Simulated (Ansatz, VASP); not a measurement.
# SnO2 (Cassiterite) in two plane-wave programs, part 2 of 2

One calculation is typed for both programs; each brings its own data sets and cutoff. How far apart do they land? The cell is taken from a series of VASP runs on this material, whose earlier steps may have relaxed, scaled or displaced it; both programs get it as it stands. Other levels of theory on this material are compared in a session of their own.

VASP 6.6.1 and Ansatz 0.2.0.

So far. Step 2 (VASP: band structure, LDA, spin-orbit coupling): The run ends at a pressure of -0.77 GPa, with forces up to 0.0013 eV/Å.

## Step 3: Ansatz: band structure, LDA, spin-orbit coupling

Level of this step: Ansatz beside VASP: Kohn-Sham DFT, plane waves, LDA, spin-orbit coupling (Ansatz).

Ansatz runs on its fully relativistic PAW (standard-fr) files.

The same cell, functional (in two slightly different forms), mesh and smearing now go to Ansatz, which takes its cutoff from its data sets.

Contents of input.yaml:

```yaml
crystal:
  lattice:
    - [4.738, 0.0, 0.0]
    - [0.0, 4.738, 0.0]
    - [0.0, 0.0, 3.1865]
  atoms:
    - { symbol: Sn, position: [0.5, 0.5, 0.5] }
    - { symbol: Sn, position: [0.0, 0.0, 0.0] }
    - { symbol: O, position: [0.8059385347, 0.1940614653, 0.5] }
    - { symbol: O, position: [0.6940614653, 0.6940614653, 0.0] }
    - { symbol: O, position: [0.1940614653, 0.8059385347, 0.5] }
    - { symbol: O, position: [0.3059385347, 0.3059385347, 0.0] }
hamiltonian:
  xc: lda
  pseudopotentials: { kind: paw_fr }
magnetization:
  noncollinear: true
  spin_orbit: true
kpoints:
  mp_grid: { grid: [6, 6, 6] }
  band_path:
    path:
      - [0.0, 0.0, 0.0]
      - [0.0, 0.14286, 0.0]
      - [0.0, 0.28571, 0.0]
      - [0.0, 0.5, 0.0]
      - [0.07143, 0.5, 0.0]
      - [0.28571, 0.5, 0.0]
      - [0.42857, 0.5, 0.0]
      - [0.42857, 0.42857, 0.0]
      - [0.28571, 0.28571, 0.0]
      - [0.07143, 0.07143, 0.0]
      - [0.0, 0.0, 0.0]
      - [0.0, 0.0, 0.14286]
      - [0.0, 0.0, 0.35714]
      - [0.0, 0.0, 0.5]
      - [0.0, 0.14286, 0.5]
      - [0.0, 0.28571, 0.5]
      - [0.0, 0.5, 0.5]
      - [0.07143, 0.5, 0.5]
      - [0.28571, 0.5, 0.5]
      - [0.42857, 0.5, 0.5]
      - [0.5, 0.5, 0.5]
      - [0.28571, 0.28571, 0.5]
      - [0.14286, 0.14286, 0.5]
      - [0.0, 0.5, 0.0]
      - [0.0, 0.5, 0.14286]
      - [0.0, 0.5, 0.35714]
      - [0.0, 0.5, 0.5]
      - [0.5, 0.5, 0.14286]
      - [0.5, 0.5, 0.28571]
      - [0.5, 0.5, 0.5]
    npoints: 1
scf:
  occupations: { method: gaussian, width: 0.03 }
  n_extra_bands: 18
output:
  forces: true
  stress: true
  eigenvalues: true
```

Command:

```bash
$ ansatz run input.yaml --threads 4 --pin off --max-ram 9216MiB --backend cpu --events-out ev --progress --plain --runs-dir out
```

Numbers of over 12 decimals in the logs are rounded to 6 here.

The log of the run:

```text
scf.n_extra_bands = 18 over 52 filled bands (N_el = 52.0): the run solves 70 bands
Engine: ansatz 0.2.0, x86_64-unknown-linux-gnu
Pseudopotentials: kind: paw_fr
Pseudopotential: Sn, paw_fr, valence charge 14, recommended cutoff 420 eV (normal), Sn.paw.azcp#standard-fr
Pseudopotential: O, paw_fr, valence charge 6, recommended cutoff 420 eV (normal), O.paw.azcp#standard-fr
Functional definition: SPW92
  exchange = slater_x
  correlation = pw_c
non-collinear run that drives no moment, with spin-orbit: no starting moment large enough to seed its density (crystal.atoms[].spin), no starting occupations that ask for one, no magnetisation constraint and no magnetic field, so the semilocal B_xc is pinned to zero
Crystal: 6 atoms, lattice volume = 71.533 Å³
Basis set: ecut = 420 eV, 1411 PW (Γ)
Bands: 70, of which v1, the nominal top of the filled ones, is band 52 counted from 1 (51 counted from 0)
Symmetry: 16 space group operations + 16 with time reversal
Magnetic group: BNS 136.496 (UNI 1156), of the structure as read, at distance tolerance 4.2e-5 Å
k-points: 40 of 216
Projection manifold: j_resolved (fully-relativistic pseudo-atomic orbitals)
Non-local potential: Sn, projectors of the file, l = 0: 2, l = 1: 4, l = 2: 4, l = 3: 4
Non-local potential: O, projectors of the file, l = 0: 2, l = 1: 4, l = 2: 2
PAW form: soft (Blöchl's): semilocal exchange-correlation on the pseudo side does not see the compensation charge
PAW frozen core: Sn, regenerated for the run's functional, and the local potential with it (the file was generated under x = pbe(κ = 0.804, μ = 0.219515), c = pbe(β = 0.066725))
PAW frozen core: O, regenerated for the run's functional, and the local potential with it (the file was generated under x = pbe(κ = 0.804, μ = 0.219515), c = pbe(β = 0.066725))
PAW one-centre angular grid: Sn, 590 points (default); XC on 64 Gauss nodes
PAW one-centre angular grid: O, 110 points (default); XC on 64 Gauss nodes
Initial density: superposition of atomic densities (chi_scale 0.1, normalization cell, long waves kept (reshape's long-wave potential 0.00 eV rms))
Initial wavefunctions: pseudopotential atomic-orbital guess
Functional: x = slater, c = lda
SCF iter   1: F=—  HF=-13985.383399 eV  |F-HF|=—  |Δ(HF+E_count)|=         —  Δρ=7.85e-2  dr2=3.05e0  dr2_m=0.00e0 (ungated)  ethr=3.10e-3  |M|=0.00e0 ∫|m|=0.00e0 μB  |m|>n=0.0e0 m-floor=0.0e0 τ_xc=0.0e0  β_m=0.30  ⟨swp⟩=6.0  Hψ=6528  notcnv=0  defer=162
preconditioner: auto → Resta (q_TF=auto, 2.587 Å⁻¹)  ε∞=3.2  [insulator: Δε(μ)=1.650 eV  Ē_g=21.323 eV  σ=0.030 eV  W_gap=1.00  n_scr=18 (ndim 8)  ℏωp=31.7 eV  f_vac=0.000  D(μ)=0.00/eV (n_scr^D=0)  ε∞_Penn≈3.2]
spin=Noncollinear: Resta preconditioning applied to the charge; magnetization (m_x, m_y, m_z) channels mix plain (no charge-response kernel on spin).
SCF iter   2: F=—  HF=-13984.805056 eV  |F-HF|=—  |Δ(HF+E_count)|=   5.78e-1  Δρ=5.11e-2  dr2=1.12e0  dr2_m=0.00e0 (ungated)  ethr=3.10e-3  |M|=0.00e0 ∫|m|=0.00e0 μB  |m|>n=0.0e0 m-floor=0.0e0 τ_xc=0.0e0  β_m=0.52  ⟨swp⟩=2.0  Hψ=1758  notcnv=0  defer=500
SCF iter   3: F=—  HF=-13984.470645 eV  |F-HF|=—  |Δ(HF+E_count)|=   3.34e-1  Δρ=1.28e-2  dr2=7.74e-2  dr2_m=0.00e0 (ungated)  ethr=2.16e-3  |M|=0.00e0 ∫|m|=0.00e0 μB  |m|>n=0.0e0 m-floor=0.0e0 τ_xc=0.0e0  β_m=0.60  ⟨swp⟩=3.0  Hψ=2297  notcnv=0  defer=500
SCF iter   4: F=—  HF=-13984.443412 eV  |F-HF|=—  |Δ(HF+E_count)|=   2.72e-2  Δρ=2.06e-3  dr2=2.12e-3  dr2_m=0.00e0 (ungated)  ethr=1.49e-4  |M|=0.00e0 ∫|m|=0.00e0 μB  |m|>n=0.0e0 m-floor=0.0e0 τ_xc=0.0e0  β_m=0.74  ⟨swp⟩=2.9  Hψ=2201  notcnv=0  defer=500
SCF iter   5: F=—  HF=-13984.443843 eV  |F-HF|=—  |Δ(HF+E_count)|=   4.32e-4  Δρ=5.30e-4  dr2=1.67e-4  dr2_m=0.00e0 (ungated)  ethr=4.07e-6  |M|=0.00e0 ∫|m|=0.00e0 μB  |m|>n=0.0e0 m-floor=0.0e0 τ_xc=0.0e0  β_m=0.86  ⟨swp⟩=1.6  Hψ=1661  notcnv=0  defer=500
SCF iter   6: F=—  HF=-13984.443855 eV  |F-HF|=—  |Δ(HF+E_count)|=   1.14e-5  Δρ=6.67e-5  dr2=2.51e-6  dr2_m=0.00e0 (ungated)  ethr=3.22e-7  |M|=0.00e0 ∫|m|=0.00e0 μB  |m|>n=0.0e0 m-floor=0.0e0 τ_xc=0.0e0  β_m=0.93  ⟨swp⟩=2.3  Hψ=1968  notcnv=0  defer=500
SCF iter   7: F=—  HF=-13984.443856 eV  |F-HF|=—  |Δ(HF+E_count)|=   1.66e-6  Δρ=9.73e-6  dr2=6.84e-8  dr2_m=0.00e0 (ungated)  ethr=1.92e-10  |M|=0.00e0 ∫|m|=0.00e0 μB  |m|>n=0.0e0 m-floor=0.0e0 τ_xc=0.0e0  β_m=0.97  ⟨swp⟩=9.8  Hψ=7895  notcnv=0
SCF iter   8: F=-13984.443856 eV  HF=-13984.443856 eV  |F-HF|=2.98e-10  |Δ(HF+E_count)|=   1.39e-9  Δρ=1.50e-6  dr2=1.73e-9  dr2_m=0.00e0 (ungated)  ethr=1.32e-10  |M|=0.00e0 ∫|m|=0.00e0 μB  |m|>n=0.0e0 m-floor=0.0e0 τ_xc=0.0e0  ⟨swp⟩=2.3  Hψ=3871  notcnv=0
SCF 1 converged in 8 iterations: F = -13984.443856 eV  dr2 = 1.73e-9
  greatest PAW one-centre occupation: 0.997 electrons in one spin orbital (limit 2), on the Sn atom at site 1 (counted from 0), in its partial waves of l = 2
NSCF: frozen V_eff on 30 k-points
SCF converged after 8 iterations
Magnetization: |M| = 0.0000 μB,  M = (+0.0000, +0.0000, +0.0000) μB
Absolute magnetization: 0.0000 μB (∫|m|)
  site 0: m = (+0.0000, +0.0000, +0.0000) μB, |m| = 0.0000 μB  (R = 0.85 Å)
  site 1: m = (+0.0000, +0.0000, +0.0000) μB, |m| = 0.0000 μB  (R = 0.85 Å)
  site 2: m = (+0.0000, +0.0000, +0.0000) μB, |m| = 0.0000 μB  (R = 0.85 Å)
  site 3: m = (+0.0000, +0.0000, +0.0000) μB, |m| = 0.0000 μB  (R = 0.85 Å)
  site 4: m = (+0.0000, +0.0000, +0.0000) μB, |m| = 0.0000 μB  (R = 0.85 Å)
  site 5: m = (+0.0000, +0.0000, +0.0000) μB, |m| = 0.0000 μB  (R = 0.85 Å)
Free energy (F): -13984.443856 eV
Harris-Foulkes:  -13984.443856 eV  (|F-HF|=2.98e-10)
Internal energy: -13984.443856 eV  (E = F + TS)
E sigma→0 (E₀):  -13984.443856 eV
Fermi energy:    9.718938 eV
--- Per-component energies (eV) ---
  E_band       = -131.345419
  E_kinetic    = 1081.196021
  E_local      = -2863.969268  (includes V_loc(G=0)·N_el)
  E_nonlocal   = 151.304792
  E_hartree    = 1479.631175
  E_xc         = -1042.406155
  E_vxc        = -564.420581  (∫ρ·V_xc dr)
  E_paw        = -8606.853772  (= ΣΔE_a)
  E_vpaw       = -894.728605  (= ΣTr[D̂ρ^β])
  E_aug_tail   = 0.010216  (compensation charges beyond the density's cutoff)
  E_ewald      = -4184.608236
  E_core_change = 1.251370  (= ΣΔE_core)
  E_smearing   = -0.000000  (= −TS)
  E_closure    = 0.000000  (closes the sum)
  Σ components = -13984.443856   (vs F -13984.443856, Δ=0.00e0)
--- Forces (eV/Å), atoms counted from 1 ---
  atom   1  Sn     0.00000000    -0.00000000    -0.00000000
  atom   2  Sn     0.00000000    -0.00000000     0.00000000
  atom   3  O      0.01663453    -0.01663453     0.00000000
  atom   4  O     -0.01663453    -0.01663453    -0.00000000
  atom   5  O     -0.01663453     0.01663453    -0.00000000
  atom   6  O      0.01663453     0.01663453     0.00000000
  max |Σ_I F_I| component: 3.47e-18 eV/Å
--- Stress (GPa, compression-positive) ---
       -1.279891       0.000000       0.000000
        0.000000      -1.279891       0.000000
        0.000000       0.000000      -0.601942
  P = ⅓ Tr σ = -1.0539 GPa (-10.539 kbar)
--- Band table (eV; the first three rows and the last of 40) ---
  k-point 0: bands = [... 48 lower, 8.3711, 8.3711, 9.1610, 9.1610, 10.2769, 10.2769, 15.1130, 15.1130, ... 14 higher]
  k-point 1: bands = [... 48 lower, 8.3851, 8.3851, 8.9235, 8.9235, 11.7700, 11.7700, 15.6121, 15.6121, ... 14 higher]
  k-point 2: bands = [... 48 lower, 8.1458, 8.1458, 8.2853, 8.2853, 13.7813, 13.7813, 15.8915, 15.8915, ... 14 higher]
  k-point 39: bands = [... 48 lower, 8.3141, 8.3141, 8.3141, 8.3141, 13.8020, 13.8020, 13.8020, 13.8020, ... 14 higher]
```

Run time: 12 s. Hardware: 4 threads of Intel Xeon at 2.60GHz (Ice Lake), shared host; peak memory 0.81 GiB; 46 s of CPU time.

Reading the cycles: dr2 is the Hartree energy of the density residual (eV), the measure of convergence; HF is the Harris–Foulkes estimate of the energy, which meets the free energy F at convergence.

## Step 4: Side by side

Known differences besides the potentials themselves: spin-orbit coupling enters by fully relativistic files in Ansatz and inside the spheres in VASP; the two LDA forms differ slightly; the cutoff is 420 eV in Ansatz and 460 eV in VASP; VASP's log shows a relativistic correction to its local exchange, Ansatz's none. Total energies have different zeros and are not compared.

The two programs side by side:

```csv
quantity,Ansatz,VASP,difference
pressure (GPa),-1.05,-0.77,-0.28
pressure without Ansatz's Pulay correction (GPa),-2.16,-0.77,-1.39
gap over the path points (eV),1.116,1.148,-0.032
```

Levels at points of the path, from each program's valence-band top (eV; 8 filled, then empty):

```
k (reciprocal lattice)                                                                         Ansatz                                                                           VASP
     0.000 0.000 0.000    -1.25 -1.25 -0.81 -0.81 -0.79 -0.79 0.00 0.00 1.12 1.12 5.95 5.95 5.97 5.97    -1.26 -1.26 -0.82 -0.82 -0.80 -0.80 0.00 0.00 1.15 1.15 5.96 5.96 5.97 5.97
     0.000 0.143 0.000  -1.24 -1.24 -1.24 -1.24 -0.79 -0.79 -0.11 -0.11 1.66 1.66 5.75 5.75 6.13 6.13  -1.25 -1.25 -1.24 -1.24 -0.80 -0.80 -0.11 -0.11 1.69 1.69 5.76 5.76 6.12 6.12
     0.000 0.286 0.000  -1.25 -1.25 -1.22 -1.22 -0.75 -0.75 -0.36 -0.36 2.69 2.69 5.38 5.38 6.41 6.41  -1.25 -1.25 -1.23 -1.23 -0.76 -0.76 -0.37 -0.37 2.72 2.72 5.40 5.40 6.40 6.40
     0.000 0.500 0.000  -1.22 -1.22 -1.22 -1.22 -0.65 -0.65 -0.65 -0.65 4.28 4.28 4.28 4.28 6.83 6.83  -1.23 -1.23 -1.23 -1.23 -0.65 -0.65 -0.65 -0.65 4.30 4.30 4.30 4.30 6.82 6.82
     0.071 0.500 0.000  -1.23 -1.23 -1.23 -1.23 -0.66 -0.66 -0.66 -0.66 4.30 4.30 4.30 4.30 6.85 6.85  -1.24 -1.24 -1.24 -1.24 -0.67 -0.67 -0.67 -0.67 4.32 4.32 4.32 4.32 6.84 6.84
     0.286 0.500 0.000  -1.29 -1.29 -1.29 -1.29 -0.82 -0.82 -0.82 -0.82 4.52 4.52 4.52 4.52 7.12 7.12  -1.31 -1.31 -1.31 -1.31 -0.82 -0.82 -0.82 -0.82 4.54 4.54 4.54 4.54 7.11 7.11
     0.429 0.500 0.000  -1.34 -1.34 -1.34 -1.34 -0.91 -0.91 -0.91 -0.91 4.66 4.66 4.66 4.66 7.27 7.27  -1.35 -1.35 -1.35 -1.35 -0.91 -0.91 -0.91 -0.91 4.68 4.68 4.68 4.68 7.27 7.27
     0.429 0.429 0.000  -1.34 -1.34 -1.32 -1.32 -0.91 -0.91 -0.88 -0.88 4.54 4.54 4.74 4.74 7.23 7.23  -1.35 -1.35 -1.33 -1.33 -0.91 -0.91 -0.88 -0.88 4.56 4.56 4.76 4.76 7.23 7.23
     0.286 0.286 0.000  -1.31 -1.31 -1.23 -1.23 -0.86 -0.86 -0.59 -0.59 3.55 3.55 5.12 5.12 6.82 6.82  -1.32 -1.32 -1.24 -1.24 -0.87 -0.87 -0.60 -0.60 3.57 3.57 5.14 5.14 6.82 6.82
     0.071 0.071 0.000  -1.24 -1.24 -1.04 -1.04 -0.81 -0.81 -0.05 -0.05 1.41 1.41 5.81 5.81 6.09 6.09  -1.25 -1.25 -1.04 -1.04 -0.81 -0.81 -0.05 -0.05 1.44 1.44 5.82 5.82 6.09 6.09
```

At this near-relaxed geometry the largest component of a force difference is 16 meV/Å. Among the levels compared at these points, filled levels agree within 11 meV and empty ones within 32 meV. Ansatz's pressure holds a Pulay correction of 1.11 GPa; VASP's holds none.

## Step 5: Outcome

```yaml
difference_in_gap_over_the_path_points_band_structure_lda_spin_orbit_coupling: -0.032 eV
r_m_s_force_difference_band_structure_lda_spin_orbit_coupling: 10 meV/Å
```

The r.m.s. force difference is 10 meV/Å (band structure, LDA, spin-orbit coupling), within the 12 meV/Å picked in this series as the mark of a large difference. 11 further runs of this series are not shown here. How closely two codes agree says nothing of how well the functional describes the real material.

[Lines on the potential files, build, host, timing and source positions are cut from VASP's logs without a mark.]

[Logs are printed without paths, hosts, clocks, repeated set-up lines and the standing remarks that a program may print on its own settings, such as how far it seeks lower states.]

[Hosts, paths, dates, database ids (printed as entryN), source tags and the programs' standing remarks are cut or masked in the printed files.]
